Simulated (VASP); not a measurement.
A run of VASP 6.6.1:

Contents of INCAR:

```
ALGO = Fast
DIPOL = 0.5 0.5 0.328
EDIFF = 1E-6
ENCUT = 520
GGA = PE
IDIPOL = 3
ISIF = 2
ISMEAR = 0
LASPH = T
LCHARG = T
LDIPOL = T
LELF = T
LREAL = F
LVACPOTAV = T
LVHAR = T
LWAVE = F
NBANDS = 75
NELM = 100
PREC = Accurate
SIGMA = 0.1
```

The input KPOINTS:

```
k-points
0
Gamma
  6 6 1
```

Contents of POSCAR:

```
Pd12S
1.0
    5.5751887913      0.0000000000      0.0000000000
   -2.7875943957      4.8282551242      0.0000000000
    0.0000000000      0.0000000000     20.0521225866
Pd S
12 1
Direct
    0.3333333333      0.1666666667      0.1994801290
    0.3333333333      0.6666666667      0.1994801290
    0.8333333333      0.1666666667      0.1994801290
    0.8333333333      0.6666666667      0.1994801290
    0.1666666667      0.3333333333      0.3129873791
    0.1666666667      0.8333333333      0.3129873791
    0.6666666667      0.3333333333      0.3129873791
    0.6666666667      0.8333333333      0.3129873791
    0.0000000000      0.0000000000      0.4264946292
    0.0000000000      0.5000000000      0.4264946292
    0.5000000000      0.0000000000      0.4264946292
    0.5000000000      0.5000000000      0.4264946292
    0.3333333333      0.1666666667      0.5047899459
```

Potentials or basis: VASP PAW PBE potentials, release 64 (Pd, S).

The run is started by

```console
$ cat potpaw_PBE.64/Pd/POTCAR potpaw_PBE.64/S/POTCAR > POTCAR
$ mpirun -np 1 vasp_std > vasp.out
```

Hardware: 1 thread of AMD EPYC 9R14 (Zen 4), on a shared host.

Q: How long does it take, and how much memory?

A: Wall time 8.1 min on 1 thread of AMD EPYC 9R14 (Zen 4), on a shared host, peak memory 0.66 GiB. Counts: scf iterations 31, k points 7.
